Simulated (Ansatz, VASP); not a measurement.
## Sn2Te3Pt in VASP and in Ansatz

```
CELL_PARAMETERS angstrom
3.68685 0.00000 0.00000
0.00000 3.68685 0.00000
0.00000 0.00000 11.40828
ATOMIC_POSITIONS crystal
Sn 0.50000 0.50000 0.32505
Sn 0.50000 0.50000 0.67495
Te 0.00000 0.00000 0.86754
Te 0.00000 0.00000 0.13246
Te 0.00000 0.00000 0.50000
Pt 0.50000 0.50000 0.00000
```

Change from the starting cell: species swapped into the Li3Tl2Cd type (P4/mmm, No. 123).

Alike in both runs: functional PBE; k mesh 6 × 6 × 2; occupations gaussian, width 0.1 eV; no spin polarisation.

Ansatz relaxed the structure, and its values are those at the end. VASP's run is a single point on that final structure, the one shown.

```csv
,VASP,Ansatz
version,VASP 6.6.1,Ansatz 0.2.0
potentials or method,"VASP PAW PBE potentials, release 64 (Sn_d, Te, Pt)","scalar-relativistic, plane waves, PAW"
plane-wave cutoff (eV),520,420
valence electrons in the cell,56,94
```

|  | VASP | Ansatz | Ansatz less VASP |
| --- | --- | --- | --- |
| gap on the k mesh at the Fermi level (eV) | none | none | - |
| pressure (GPa) | -0.2 | -0.1 | +0.10 |
| rms of the force components (eV/Å) | 0.016 | 0.011 | -0.0048 |

A gap of «none» marks a metal or a gap that the smearing closes. The two sets of potentials don't hold the same shells in valence.

The runs have no spin-orbit coupling, so splittings on Pt, Te are missing.
